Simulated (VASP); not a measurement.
Consider the following.

```
NbP
1.0
    3.31327     0.00000     0.00000
   -1.65664     2.86938     0.00000
    0.00000     0.00000     3.23359
Nb P
1 1
Cartesian
  0.00000   0.00000   0.00000
  1.65664   0.95646   1.61679
```

The numbers are results of SCAN meta-GGA, VASP's PBE PAW potentials (set 64) (plane waves; VASP 6.6.1), not measurements. Settings: 400 eV cut-off, 8×8×7 Γ-centred mesh, Gaussian smearing of 0.050 eV, potentials Nb_sv P.

**Question.** Give the stress tensor in GPa (positive for a compressed cell).

**Answer.** 
```
 5.66   0.00   0.00
 0.00   5.66   0.00
 0.00   0.00  11.83
```
The pressure is its mean diagonal, 7.72 GPa.

The structure was generated: NbP was put into the WC type (P-6m2), which need not be its known phase. The cell was not relaxed at this level. The run is one of a series of settings (GGA removed, LMIXTAU = .TRUE., METAGGA = SCAN against the base run), some of them coarse on purpose.
